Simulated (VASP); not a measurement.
Given:

```
Mg2Ge
1.0
    0.00000     3.20607     3.20607
    3.20607     0.00000     3.20607
    3.20607     3.20607     0.00000
Mg Ge
2 1
Direct
  0.25000   0.25000   0.25000
  0.75000   0.75000   0.75000
  0.00000   0.00000   0.00000
```

These are PBE GGA, VASP's PBE PAW potentials (set 64) (plane waves; VASP 6.6.1) values and carry that method's errors. Run with 520 eV cut-off, Gaussian smearing of 0.050 eV, potentials Mg Ge_d.

### Question
Give the energies of bands 7 to 12 at the high-symmetry points, in eV from the valence-band maximum.

### Answer

| band | Γ | X | U | L | W |
|---|---|---|---|---|---|
| 7 | 0.00 | -4.50 | -4.07 | -4.81 | -3.65 |
| 8 | 0.00 | -2.00 | -3.48 | -0.73 | -3.65 |
| 9 | 0.00 | -2.00 | -1.67 | -0.73 | -2.68 |
| 10 | 0.96 | 0.15 | 0.69 | 0.94 | 2.77 |
| 11 | 2.79 | 0.51 | 3.08 | 2.74 | 3.68 |
| 12 | 2.79 | 7.82 | 5.97 | 2.74 | 3.73 |

The gap is indirect, 0.15 eV, from the valence maximum at Γ to the conduction minimum at X.

Measured: gap 0.74 eV (computed value off by -0.59 eV), as given by Byungki Ryu et al., Journal of the Korean Physical Society (2019), arXiv:1905.06140.

The compound is Mg2Ge in the antifluorite structure. It was relaxed first.
